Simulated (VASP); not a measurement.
Energy against volume of KZnF3 (cubic perovskite). Method: PBE GGA with D3 dispersion (Becke-Johnson damping), VASP's PBE PAW potentials (set 64) (plane waves; VASP 6.6.1). Run with 520 eV cut-off, 6×6×6 Γ-centred mesh, Gaussian smearing of 0.050 eV, potentials K_sv Zn F.

| V (Å³/atom) | E (eV/atom) |
|---|---|
| 13.360 | -4.21132 |
| 13.774 | -4.21554 |
| 14.187 | -4.21379 |
| 14.600 | -4.20709 |

Problem. Fit these four points and predict the energy of the run at 12.947 Å³/atom.

Solution. A cubic in V^(−2/3), the third-order Birch-Murnaghan form, passes through the four points with V0 = 13.85 Å³/atom and B0 = 75 GPa, and gives -4.2000 eV/atom there. The run gave -4.2002 eV/atom, -0.2 meV/atom from the fit; all five points give B0 = 74 GPa.

The compound is KZnF3 in the cubic perovskite structure. It was relaxed first.
